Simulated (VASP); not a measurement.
Computed with r2SCAN meta-GGA, VASP's PBE PAW potentials (set 64) (plane waves; VASP).

VASP ran on this input.

### INCAR
```
LMIXTAU=.TRUE.
PREC=Normal
ISPIN=2   # spin-polarised
ENCUT=520
LORBIT=10
SIGMA=0.01   # width (eV)
MAGMOM=1
LASPH=.TRUE.   # aspherical one-centre terms
ISMEAR=0   # Gaussian
EDIFF=1E-6   # SCF stop (eV)
ISYM=0
NELM=200
LWAVE=.FALSE.
LREAL=.FALSE.   # projection in real space or not
NUPDOWN=1
ALGO=All   # all-band CG
SYSTEM=F atom
LCHARG=.FALSE.
METAGGA=R2SCAN
```

### KPOINTS
```
Automatic mesh
0
Gamma
1 1 1
0 0 0
```

### POSCAR
```
F atom
1
   12.0000000000     0.0000000000     0.0000000000
    0.0000000000    12.5000000000     0.0000000000
    0.0000000000     0.0000000000    13.0000000000
F
1
Direct
  0.0000000000   0.0000000000   0.0000000000
```

POTCAR, in this order: F (PBE.64 set). Program: vasp_gam. Read from the step before: WAVECAR.

Output

File OSZICAR:
```
       N       E                     dE             d eps       ncg     rms           ort
SDA:   1    -0.142613497454E+01   -0.14261E+01    0.00000E+00     8   0.853E-01   0.000E+00
CGA:   2    -0.143894352968E+01   -0.12809E-01   -0.12932E-01     8   0.295E-01   0.128E-02
SDA:   3    -0.154087415621E+01   -0.10193E+00   -0.10275E+00     8   0.189E+01   0.565E-02
CGA:   4    -0.212860638347E+01   -0.58773E+00   -0.73225E+00     8   0.568E+00  -0.177E+00
CGA:   5    -0.220900195825E+01   -0.80396E-01   -0.80350E-01     8   0.956E-01   0.376E-04
CGA:   6    -0.223607895407E+01   -0.27077E-01   -0.27011E-01     8   0.395E-01   0.780E-03
CGA:   7    -0.224816105780E+01   -0.12082E-01   -0.12132E-01     8   0.910E-02  -0.267E-03
CGA:   8    -0.225022259940E+01   -0.20615E-02   -0.20687E-02     8   0.200E-02   0.354E-04
CGA:   9    -0.225078509860E+01   -0.56250E-03   -0.58443E-03     8   0.568E-03  -0.167E-03
SDA:  10    -0.225085886571E+01   -0.73767E-04   -0.96453E-04     8   0.133E-03   0.218E-03
SDA:  11    -0.225088814283E+01   -0.29277E-04   -0.28875E-04     8   0.443E-04   0.510E-04
SDA:  12    -0.225089638216E+01   -0.82393E-05   -0.12310E-04     8   0.225E-04   0.243E-04
 trl  13    -0.225089008555E+01    0.62966E-05   -0.46877E-05     8   0.225E-04   0.196E-04
SDA:  14    -0.225088814764E+01    0.82345E-05   -0.46877E-05     8   0.178E-04   0.181E-04
SDA:  15    -0.225093316831E+01   -0.45021E-04   -0.43527E-04     8   0.544E-05   0.811E-05
SDA:  16    -0.225093318258E+01   -0.14269E-07   -0.14357E-07     8   0.539E-05   0.539E-05
   1 F= -.22509332E+01 E0= -.22509332E+01  d E =-.126077E-77  mag=     1.0000
```

File OUTCAR:
```
------------------------ aborting loop because EDIFF is reached ----------------------------------------
  FORCE on cell =-STRESS in cart. coord.  units (eV):
  Direction    XX          YY          ZZ          XY          YZ          ZX
  --------------------------------------------------------------------------------------
  Total       -0.0419792     -0.0478171     -0.0566730     -0.0000143     -0.0006429      0.0042338
  in kB       -0.0344914     -0.0392879     -0.0465642     -0.0000117     -0.0005282      0.0034786
  external PRESSURE =      -0.0401145 kB  Pullay stress =       0.0000000 kB
  volume of cell :     1950.00
      direct lattice vectors                 reciprocal lattice vectors
    12.000000000  0.000000000  0.000000000     0.083333333  0.000000000  0.000000000
     0.000000000 12.500000000  0.000000000     0.000000000  0.080000000  0.000000000
     0.000000000  0.000000000 13.000000000     0.000000000  0.000000000  0.076923077
 POSITION                                       TOTAL-FORCE (eV/Angst)
 -----------------------------------------------------------------------------------
      0.00000      0.00000      0.00000        -0.000187     -0.000003     -0.000049
 -----------------------------------------------------------------------------------
    total drift:                               -0.000187     -0.000003     -0.000049
  FREE ENERGIE OF THE ION-ELECTRON SYSTEM (eV)
  ---------------------------------------------------
  free  energy   TOTEN  =        -2.2509331826 eV

  energy  without entropy=       -2.2509331826  energy(sigma->0) =       -2.25093318

 total charge

# of ion       s       p       d       tot
------------------------------------------
    1        1.762   4.020   0.000   5.781

 magnetization (x)

# of ion       s       p       d       tot
------------------------------------------
    1        0.004   0.849   0.000   0.853
```
(Selected blocks of OUTCAR.)

The atom may not be in its lowest state.

The cell is a free atom in a box.
